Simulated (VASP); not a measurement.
Here is the system:

```xyz
2
Lattice="0.0000 2.9380 2.9380 2.9380 0.0000 2.9380 2.9380 2.9380 0.0000" Properties=species:S:1:pos:R:3 pbc="T T T"
Eu     0.0000     0.0000     0.0000
S      2.9380     2.9380     2.9380
```

Level of theory: PBE0 hybrid, VASP's PBE PAW potentials (set 64) (plane waves; VASP). Run with 520 eV cut-off, 6×6×6 Γ-centred mesh, Gaussian smearing of 0.050 eV, potentials Eu_2 S.

The 4f electrons are frozen in the core of the lanthanide potential, so 4f levels, which can set the real gap, and their magnetism are missing.

Estimate the energy per atom (σ→0), pressure, band gap (over the mesh, the named points and PBE's band edges) with the smallest direct gap where there is one.

```
Quantity                                                                            Result
--------------------------------------------------------------------------  --------------
band gap (over the mesh, the named points and PBE's band edges)                    3.56 eV
smallest direct gap (over the mesh, the named points and PBE's band edges)         4.07 eV
energy per atom (σ→0)                                                       -6.333 eV/atom
pressure                                                                        -12.5 kbar
```

The absolute energy has meaning only against runs of the same code, potentials and settings.

The compound is EuS in the rock salt structure. It was relaxed first.
